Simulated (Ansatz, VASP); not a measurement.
# WC: VASP beside Ansatz

One calculation is typed for both programs; each brings its own data sets. How far apart do they land? The structure shown is the end of the Ansatz relaxation below.

Main program and level: Ansatz 0.2.0; plane waves, with VASP 6.6.1 beside it; single point at PBEsol.

## (1) Set-up

The structure is hexagonal, space group P-6m2 (No. 187). Conventional cell: a = 2.911 Å, b = 2.911 Å, c = 2.771 Å, α = 90.00°, β = 90.00°, γ = 120.00°. Nearest to W lie 6 C at 2.18 Å. Nearest to C lie 6 W at 2.18 Å. Farther neighbours are not listed.

As a file:

```cif
data_structure
_symmetry_space_group_name_H-M 'P-6m2'
_symmetry_Int_Tables_number 187
_cell_length_a 2.9105
_cell_length_b 2.9105
_cell_length_c 2.7708
_cell_angle_alpha 90.000
_cell_angle_beta 90.000
_cell_angle_gamma 120.000
_cell_volume 20.33
loop_
_atom_site_label
_atom_site_type_symbol
_atom_site_symmetry_multiplicity
_atom_site_Wyckoff_symbol
_atom_site_fract_x
_atom_site_fract_y
_atom_site_fract_z
_atom_site_occupancy
W1 W 1 a 0.00000 0.00000 0.00000 1
C1 C 1 f 0.66667 0.33333 0.50000 1
```

## (2) Ansatz: relaxation, PBEsol

Ansatz runs on its PAW soft_1 files.

This run makes the geometry at which the two programs are then compared.

File input.yaml:

```yaml
crystal:
  lattice:
    - [2.91337641, 0.0, 0.0]
    - [-1.456688205, 2.5230579818, 0.0]
    - [0.0, 0.0, 2.7707932]
  atoms:
    - { symbol: W, position: [0.0, 0.0, 0.0] }
    - { symbol: C, position: [0.6666667, 0.3333333, 0.5] }
kpoints:
  mp_grid: { grid: [17, 17, 15] }
scf:
  occupations: { method: fermi_dirac, width: 0.05 }
hamiltonian:
  xc: pbesol
  pseudopotentials: { kind: paw, azcp: { folder: soft_1 }, xc_functional: pbe }
basis:
  ecutwfc: 600
output:
  forces: true
  stress: true
relax:
  f_tol: 0.005
  max_steps: 70
  cell: { stress_tol: 0.02, p_target: 0, fix: [c, alpha, beta, gamma] }
```

Launch:

```
ansatz run input.yaml --threads 4 --pin off --max-ram 10240MiB --backend cpu --events-out ev --progress --plain --runs-dir out
```

Numbers of over 12 decimals in the logs are rounded to 6 here.

The program printed:

```text
Warning: crystal.symmetry: narrowed to the stabiliser of the fixed cell quantities (relax.cell.fix) — unitary ops 12 → 4. The narrowing is safe, since a smaller group never makes results wrong: the run goes on under it, on as many k-points as the starting group would need, or more. Excluded: 8 operations that would move a fixed cell quantity at a test strain (relax.cell.fix fixes c, alpha, beta, gamma). The cell can leave their symmetry as it relaxes.
Engine: ansatz 0.2.0, x86_64-unknown-linux-gnu
Pseudopotentials: kind: paw
Pseudopotential: W, paw, valence charge 14, recommended cutoff 420 eV (normal), soft_1/W.paw.azcp
Pseudopotential: C, paw, valence charge 4, recommended cutoff 420 eV (normal), soft_1/C.paw.azcp
Functional definition: PBEsol
  exchange = pbesol_x
  correlation = pbesol_c
Crystal: 2 atoms, lattice volume = 20.367 Å³
Basis set: ecut = 600 eV, 677 PW (Γ), exchange–correlation on 48×48×48 points (8 copies of the dense FFT grid, shifted against one another)
Bands: 13, of which v1, the nominal top of the filled ones, is band 9 counted from 1 (8 counted from 0)
Symmetry: 4 space group operations
k-points: 648 of 4335 (time reversal used)
Non-local potential: W, projectors of the file, l = 0: 3, l = 1: 2, l = 2: 2, l = 3: 1
Non-local potential: C, projectors of the file, l = 0: 2, l = 1: 2, l = 2: 1
PAW form: soft (Blöchl's): semilocal exchange-correlation on the pseudo side does not see the compensation charge
PAW frozen core: W, regenerated for the run's functional, and the local potential with it (the file was generated under x = pbe(κ = 0.804, μ = 0.219515), c = pbe(β = 0.066725))
PAW frozen core: C, regenerated for the run's functional, and the local potential with it (the file was generated under x = pbe(κ = 0.804, μ = 0.219515), c = pbe(β = 0.066725))
PAW one-centre angular grid: W, 590 points (default); XC on 64 Gauss nodes
PAW one-centre angular grid: C, 110 points (default); XC on 64 Gauss nodes
Initial density: superposition of atomic densities (chi_scale 0.1, normalization cell, long waves kept (reshape's long-wave potential 0.00 eV rms))
Initial wavefunctions: pseudopotential atomic-orbital guess
Functional: x = pbesol(κ = 0.804, μ = 0.123457), c = pbesol(β = 0.046)
SCF iter   1: F=—  HF=-10505.943245 eV  |F-HF|=—  |Δ(HF+E_count)|=         —  Δρ=1.31e-1  dr2=4.70e0  ethr=3.10e-3  ⟨swp⟩=5.7  Hψ=41504  notcnv=0
preconditioner: auto → none  [metal: Δε(μ)=0.033 eV  Ē_g=10.993 eV  σ=0.050 eV  W_gap=0.16  n_scr=8 (ndim 8)  ℏωp=26.0 eV  f_vac=0.000  D(μ)=0.24/eV (n_scr^D=0)  sad-step TF]
SCF iter   2: F=—  HF=-10505.358799 eV  |F-HF|=—  |Δ(HF+E_count)|=   5.84e-1  Δρ=9.32e-2  dr2=2.43e0  ethr=3.10e-3  ⟨swp⟩=2.0  Hψ=16170  notcnv=0
SCF iter   3: F=—  HF=-10504.729038 eV  |F-HF|=—  |Δ(HF+E_count)|=   6.30e-1  Δρ=9.32e-3  dr2=2.02e-2  ethr=3.10e-3  ⟨swp⟩=2.4  Hψ=14791  notcnv=0  defer=2
SCF iter   4: F=—  HF=-10504.726735 eV  |F-HF|=—  |Δ(HF+E_count)|=   2.30e-3  Δρ=9.48e-4  dr2=6.60e-5  ethr=1.12e-4  ⟨swp⟩=2.0  Hψ=15535  notcnv=0
SCF iter   5: F=—  HF=-10504.726815 eV  |F-HF|=—  |Δ(HF+E_count)|=   8.04e-5  Δρ=1.65e-4  dr2=2.42e-6  ethr=3.66e-7  ⟨swp⟩=2.0  Hψ=13481  notcnv=0
SCF iter   6: F=-10504.726815 eV  HF=-10504.726815 eV  |F-HF|=2.91e-8  |Δ(HF+E_count)|=   7.46e-8  Δρ=2.18e-5  dr2=5.76e-8  ethr=5.56e-10  ⟨swp⟩=5.0  Hψ=31376  notcnv=0
SCF 1 converged in 6 iterations: F = -10504.726815 eV  dr2 = 5.76e-8
  greatest PAW one-centre occupation: 0.999 electrons in one spin orbital (limit 2), on the W atom at site 0 (counted from 0), in its partial waves of l = 0
relax step   1: F+E_penalty+E_count = -10504.72681531 eV  Δ(F+E_penalty+E_count) = +0.000e0 eV  max|allowed force component| = 1.052e-6 eV/Å  Δτ_max = 0.0000 Å  P = +5.650 GPa  Ω = 20.367 Å³  fix = [c, alpha, beta, gamma]  reactions: c +18.885 GPa; gamma +0.000 GPa/rad  (6 SCF iters, dr2 threshold 1.00e-7 eV, accepted)
[...]
relax step   2: F+E_penalty+E_count = -10504.72686578 eV  Δ(F+E_penalty+E_count) = -5.047e-5 eV  max|allowed force component| = 8.507e-7 eV/Å  Δτ_max = 0.0000 Å  P = +7.083 GPa  Ω = 20.295 Å³  energy of the carried Pulay correction = +8.269e-6 eV  fix = [c, alpha, beta, gamma]  reactions: c +19.679 GPa; gamma -0.000 GPa/rad  (6 SCF iters, dr2 threshold 2.00e-7 eV, accepted)
[...]
relax step   3: F+E_penalty+E_count = -10504.72694056 eV  Δ(F+E_penalty+E_count) = -7.477e-5 eV  max|allowed force component| = 4.539e-7 eV/Å  Δτ_max = 0.0000 Å  P = +6.439 GPa  Ω = 20.327 Å³  energy of the carried Pulay correction = +4.565e-6 eV  fix = [c, alpha, beta, gamma]  reactions: c +19.323 GPa; gamma -0.000 GPa/rad  (6 SCF iters, dr2 threshold 2.00e-7 eV, accepted)
[...]
relax step   4: F+E_penalty+E_count = -10504.72693604 eV  Δ(F+E_penalty+E_count) = +4.519e-6 eV  max|allowed force component| = 4.612e-7 eV/Å  Δτ_max = 0.0000 Å  P = +6.439 GPa  Ω = 20.327 Å³  fix = [c, alpha, beta, gamma]  reactions: c +19.323 GPa; gamma -0.000 GPa/rad  stress off target by 3.28e-3 GPa on what of the cell is left free  SCF on the basis re-selected at this cell (its energy is not comparable with the rows above)  (7 SCF iters)
basis re-selected at this cell: Δ(F+E_penalty+E_count) = +4.519e-6 eV, ΔP = -0.000 GPa vs the last step (what re-selecting the basis moved, of the pressure what is left beyond the Pulay correction that the steps carried, after the strain that the cell walked since its last selection, with what the two solves' SCF thresholds leave and, on support functions, any second-order correction that the steps lacked; it is no m [...]
SCF converged after 7 iterations
Free energy (F): -10504.726936 eV
Harris-Foulkes:  -10504.726936 eV  (|F-HF|=1.09e-11)
Internal energy: -10504.724630 eV  (E = F + TS)
E sigma→0 (E₀):  -10504.725783 eV
Entropy (-TS):   -0.002306 eV (-1.153 meV/atom)
Fermi energy:    20.789624 eV
--- Per-component energies (eV) ---
  E_band       = -54.936700
  E_kinetic    = 511.319322
  E_local      = -590.810357  (includes V_loc(G=0)·N_el)
  E_nonlocal   = -0.005380
  E_hartree    = 243.906116
  E_xc         = -314.466025
  E_vxc        = -291.342993  (∫ρ·V_xc dr)
  E_paw        = -8547.107179  (= ΣΔE_a)
  E_vpaw       = -171.909563  (= ΣTr[D̂ρ^β])
  E_aug_tail   = 0.000040  (compensation charges beyond the density's cutoff)
  E_ewald      = -1807.804125
  E_core_change = 0.242958  (= ΣΔE_core)
  E_smearing   = -0.002306  (= −TS)
  E_closure    = 0.000000  (closes the sum)
  Σ components = -10504.726936   (vs F -10504.726936, Δ=0.00e0)
--- Forces (eV/Å), atoms counted from 1 ---
  atom   1  W     -0.00000046     0.00000027     0.00000000
  atom   2  C      0.00000046    -0.00000027     0.00000000
  max |Σ_I F_I| component: 5.74e-11 eV/Å
--- Stress (GPa, compression-positive) ---
       -0.003278       0.000001      -0.000000
        0.000001      -0.003277      -0.000000
       -0.000000      -0.000000      19.322827
  P = ⅓ Tr σ = 6.4388 GPa (64.388 kbar)
--- Relaxed structure (3 steps of the walk, 3 accepted, 1 SCFs on fresh bases) ---
  F+E_penalty+E_count = -10504.72693604 eV   max|allowed force component| = 4.612e-7 eV/Å   (the final SCF, on the basis selected at the relaxed cell)
  cell:  # Å, volume = 20.3273 Å³
    - [2.910531, 1.6159797201840808e-19, 0.0]
    - [-1.455265, 2.520594, 0.0]
    - [0.0, 0.0, 2.7707932]
  atoms:
    - { symbol: W, position: [3.071624172875944e-9, -3.0716242468908145e-9, 0.0] }
    - { symbol: C, position: [0.666667, 0.333333, 0.5] }
```

## (3) VASP: single point, PBEsol, pair 1

The same cell, functional, mesh and smearing now go to VASP, with its own data sets.

Lines of VASP's logs that name or quote its potential files are left out, and so is its time.

File INCAR:

```
SYSTEM = WC
PREC = Accurate
ENCUT = 600
EDIFF = 1E-06
NELM = 120
ISMEAR = -1
SIGMA = 0.05
LREAL = .FALSE.
ALGO = Normal
GGA = PS
NBANDS = 11
LASPH = .TRUE.
LORBIT = 11
LWAVE = .FALSE.
LCHARG = .FALSE.
ISIF = 2
GGA_COMPAT = .FALSE.
KPAR = 2
```

File POSCAR:

```
WC
1.0
    2.9105309230      0.0000000000      0.0000000000
   -1.4552654615      2.5205937178      0.0000000000
    0.0000000000      0.0000000000      2.7707932000
W C
1 1
Direct
    0.0000000031      0.9999999969      0.0000000000
    0.6666666636      0.3333333364      0.5000000000
```

File KPOINTS:

```
Automatic mesh
0
Gamma
17 17 15
0 0 0
```

PAW data sets: W and C (PBE family, release 64).

Launch:

```
mpirun -np 2 vasp_std
```

The program printed:

```text
[banner, memory and clock lines left out]
running    2 mpi-ranks, on    1 nodes
 distrk:  each k-point on    1 cores,    2 groups
 distr:  one band on    1 cores,    1 groups

 POSCAR found type information on POSCAR W C
 POSCAR found :  2 types and       2 ions
|                                                                             |
|               ----> ADVICE to this user running VASP <----                  |
|                                                                             |
|     You enforced a specific xc type in the INCAR file but a different       |
|     [... a line on the potential file left out ...]
|     I HOPE YOU KNOW WHAT YOU ARE DOING!                                     |
|                                                                             |

 LDA part: xc-table for (Slater+PW92), standard interpolation
 POSCAR, INCAR and KPOINTS ok, starting setup
 FFT: planning ... GRIDC
 FFT: planning ... GRID_SOFT
 FFT: planning ... GRID
 WAVECAR not read
 entering main loop
       N       E                     dE             d eps       ncg     rms          rms(c)
DAV:   1     0.287477263455E+02    0.28748E+02   -0.54798E+03  5808   0.929E+02
DAV:   2    -0.246918455509E+02   -0.53440E+02   -0.50538E+02  6738   0.215E+02
DAV:   3    -0.269281591205E+02   -0.22363E+01   -0.22064E+01  7270   0.368E+01
DAV:   4    -0.269434011010E+02   -0.15242E-01   -0.15236E-01  6344   0.348E+00
DAV:   5    -0.269434660393E+02   -0.64938E-04   -0.64935E-04  7142   0.229E-01    0.360E+01
DAV:   6    -0.240773244752E+02    0.28661E+01   -0.12224E+01  6891   0.217E+01    0.122E+01
DAV:   7    -0.240051816613E+02    0.72143E-01   -0.57787E-01  5949   0.614E+00    0.858E+00
DAV:   8    -0.239649839556E+02    0.40198E-01   -0.97216E-02  6360   0.227E+00    0.204E+00
DAV:   9    -0.239592178082E+02    0.57661E-02   -0.15530E-02  6231   0.802E-01    0.133E-01
DAV:  10    -0.239591671590E+02    0.50649E-04   -0.87809E-04  6839   0.252E-01    0.174E-01
DAV:  11    -0.239591533478E+02    0.13811E-04   -0.11236E-04  7342   0.737E-02    0.135E-02
DAV:  12    -0.239591504128E+02    0.29350E-05   -0.66168E-06  6258   0.178E-02    0.697E-03
DAV:  13    -0.239591503443E+02    0.68540E-07   -0.30447E-07  3126   0.523E-03
   1 F= -.23959150E+02 E0= -.23958025E+02  d E =-.224972E-02
```

OUTCAR, selected parts (step 3):

```text
ion  position               nearest neighbor table
   1  0.000  1.000  0.000-   2 2.18   2 2.18   2 2.18   2 2.18   2 2.18   2 2.18
   2  0.667  0.333  0.500-   1 2.18   1 2.18   1 2.18   1 2.18   1 2.18   1 2.18

  LATTYP: Found a hexagonal cell.
 ALAT       =     2.9105309230
 C/A-ratio  =     0.9519889234

 Subroutine GETGRP returns: Found 12 space group operations
 (whereof 12 operations were pure point group operations)

The static configuration has the point symmetry D_3h.

 Found    264 irreducible k-points:

   k-points           NKPTS =    264   k-points in BZ     NKDIM =    264   number of bands    NBANDS=     11

   dimension x,y,z NGX =    24 NGY =   24 NGZ =   24
   dimension x,y,z NGXF=    48 NGYF=   48 NGZF=   48

   ENCUT  =  600.0 eV  44.10 Ry    6.64 a.u.   5.81  5.81  5.53*2*pi/ulx,y,z

   NELECT =      10.0000    total number of electrons

 k-points in reciprocal lattice and weights: Automatic mesh
   0.00000000  0.00000000  0.00000000       0.000
   0.05882353 -0.00000000  0.00000000       0.001
   0.11764706 -0.00000000  0.00000000       0.001
   0.17647059  0.00000000  0.00000000       0.001
   0.23529412 -0.00000000  0.00000000       0.001
   0.29411765 -0.00000000  0.00000000       0.001
   0.35294118  0.00000000  0.00000000       0.001
   0.41176471 -0.00000000  0.00000000       0.001
   0.47058824 -0.00000000  0.00000000       0.001
[...]
0.29411765  0.29411765  0.46666667       0.003
   0.35294118  0.29411765  0.46666667       0.003

 average (electrostatic) potential at core
       1 -36.7352       2 -46.0461

 E-fermi :   8.4223

 k-point     1 :       0.0000    0.0000    0.0000
  band No.  band energies     occupation
      1      -6.1786      2.00000
      2       3.9861      2.00000
      3       4.8202      2.00000
      4       4.8202      2.00000
      5       8.8379      0.00049
      6      11.7688      0.00000
      7      11.7688      0.00000
      8      14.3272      0.00000
      9      14.3272      0.00000
    ...

 k-point     2 :       0.0588   -0.0000    0.0000
  band No.  band energies     occupation
      1      -6.0902      2.00000
      2       3.9988      2.00000
      3       4.7072      2.00000
      4       4.9068      2.00000
      5       8.5297      0.20885
      6      11.7368      0.00000
      7      12.1081      0.00000
      8      14.1376      0.00000
      9      14.2567      0.00000
    ...

 k-point     3 :       0.1176   -0.0000    0.0000
  band No.  band energies     occupation
      1      -5.8318      2.00000
      2       3.8638      2.00000
      3       4.5894      2.00000
      4       5.1599      2.00000
      5       7.8718      1.99997
      6      11.6461      0.00000
      7      12.8469      0.00000
      8      13.6434      0.00000
      9      14.0652      0.00000
     10      15.9070      0.00000
    ...

  Total       -0.0358084     -0.0358084      2.4154712     -0.0000000      0.0000000      0.0000000
  in kB       -2.8223841     -2.8223841    190.3852348     -0.0000000      0.0000000      0.0000000
  external PRESSURE =      61.5801556 kB  Pullay stress =       0.0000000 kB

  energy-cutoff  :      600.00
  volume of cell :       20.33
      direct lattice vectors                 reciprocal lattice vectors
     2.910530923  0.000000000  0.000000000     0.343579926  0.198365963  0.000000000
    -1.455265462  2.520593718  0.000000000     0.000000000  0.396731926  0.000000000
     0.000000000  0.000000000  2.770793200     0.000000000  0.000000000  0.360907483

 POSITION                                       TOTAL-FORCE (eV/Angst)
 -----------------------------------------------------------------------------------
     -1.45527      2.52059      0.00000         0.000000      0.000000      0.000000
      1.45527      0.84020      1.38540         0.000000      0.000000      0.000000
 -----------------------------------------------------------------------------------
    total drift:                                0.000004     -0.000002     -0.000000

  FREE ENERGIE OF THE ION-ELECTRON SYSTEM (eV)
  ---------------------------------------------------
  free  energy   TOTEN  =       -23.9591503443 eV

  energy  without entropy=      -23.9569006277  energy(sigma->0) =      -23.95802549

 total charge
# of ion       s       p       d       tot
------------------------------------------
    1        0.638   0.912   4.450   6.000
    2        0.851   1.581   0.000   2.432
--------------------------------------------------
tot          1.488   2.493   4.450   8.431

[... 3 further parts left out ...]
```

The data set W keeps the semicore shell frozen, which is cheaper and a little less accurate.

## (4) Differences

Known differences besides the potentials themselves: the data sets hold 18 valence electrons in Ansatz (on its PAW soft_1 files) and 10 in VASP; Ansatz makes its cores anew for this functional, VASP keeps those of its PBE data sets; Ansatz's pressure holds a Pulay correction, VASP's none. Total energies have different zeros and are not compared.

Both answers:

```csv
quantity,Ansatz,VASP,difference
pressure (GPa),6.44,6.16,+0.28
```

## (5) Ansatz: relaxation, PBEsol

This run makes the geometry at which the two programs are then compared. The cell compared in this pair holds 20.45 Å³, against 20.33 Å³ for the pair before.

The structure compared here is the end of the Ansatz relaxation.

Changes to input.yaml since step 2:

```diff
@@ -2,5 +2,5 @@
   lattice:
-    - [2.91337641, 0.0, 0.0]
-    - [-1.456688205, 2.5230579818, 0.0]
-    - [0.0, 0.0, 2.7707932]
+    - [2.906129205, 0.0, 0.0]
+    - [-1.4530646025, 2.5167817182, 0.0]
+    - [0.0, 0.0, 2.7990666]
   atoms:
```

Launch:

```
ansatz run input.yaml --threads 4 --pin off --max-ram 10240MiB --backend cpu --events-out ev --progress --plain --runs-dir out
```

The program printed:

```text
[...]
Crystal: 2 atoms, lattice volume = 20.473 Å³
Basis set: ecut = 600 eV, 677 PW (Γ), exchange–correlation on 48×48×48 points (8 copies of the dense FFT grid, shifted against one another)
Bands: 13, of which v1, the nominal top of the filled ones, is band 9 counted from 1 (8 counted from 0)
Symmetry: 4 space group operations
k-points: 648 of 4335 (time reversal used)
[...]
0.000000       0.000000       9.453688
  P = ⅓ Tr σ = 3.1504 GPa (31.504 kbar)
--- Relaxed structure (3 steps of the walk, 3 accepted, 1 SCFs on fresh bases) ---
[...]
cell:  # Å, volume = 20.4501 Å³
    - [2.904528, -3.4614785830035434e-19, 0.0]
    - [-1.452264, 2.515395, 0.0]
    - [0.0, 0.0, 2.7990666]
  atoms:
    - { symbol: W, position: [-3.1065458629360643e-9, 3.106545788921194e-9, 0.0] }
    - { symbol: C, position: [0.666667, 0.333333, 0.5] }
[key lines of the parts left out:]
SCF converged after 7 iterations
Free energy (F): -10504.745480 eV
Fermi energy:    20.623127 eV
```

## (6) VASP: single point, PBEsol, pair 2

The same cell, functional, mesh and smearing now go to VASP, with its own data sets.

INCAR is that of step 3.

File POSCAR:

```
WC
1.0
    2.9045280894      0.0000000000      0.0000000000
   -1.4522640447      2.5153951114      0.0000000000
    0.0000000000      0.0000000000      2.7990666000
W C
1 1
Direct
    0.9999999969      0.0000000031      0.0000000000
    0.6666666698      0.3333333302      0.5000000000
```

KPOINTS is that of step 3.

Launch:

```
mpirun -np 2 vasp_std
```

The program printed:

```text
[banner, memory and clock lines left out]
running    2 mpi-ranks, on    1 nodes
[...]
[... a notice as in an earlier step ...]

 LDA part: xc-table for (Slater+PW92), standard interpolation
 POSCAR, INCAR and KPOINTS ok, starting setup
[...]
entering main loop
       N       E                     dE             d eps       ncg     rms          rms(c)
DAV:   1     0.287475354168E+02    0.28748E+02   -0.54636E+03  5808   0.926E+02
DAV:   2    -0.247077056302E+02   -0.53455E+02   -0.50889E+02  6671   0.215E+02
DAV:   3    -0.269420852235E+02   -0.22344E+01   -0.22051E+01  7291   0.368E+01
DAV:   4    -0.269573395544E+02   -0.15254E-01   -0.15249E-01  6356   0.351E+00
[...]
DAV:  11    -0.239776211354E+02    0.13748E-04   -0.10432E-04  7154   0.706E-02    0.125E-02
DAV:  12    -0.239776181105E+02    0.30248E-05   -0.67026E-06  6297   0.175E-02    0.869E-03
DAV:  13    -0.239776180954E+02    0.15123E-07   -0.30430E-07  3087   0.550E-03
   1 F= -.23977618E+02 E0= -.23976432E+02  d E =-.237283E-02
```

[end of part 1 of 2]

[Lines on the potential files, build, host, timing and source positions are cut from VASP's logs without a mark.]

[Logs are printed without paths, hosts, clocks, repeated set-up lines and the standing remarks that a program may print on its own settings, such as how far it seeks lower states.]

[Hosts, paths, dates, database ids (printed as entryN), source tags and the programs' standing remarks are cut or masked in the printed files.]
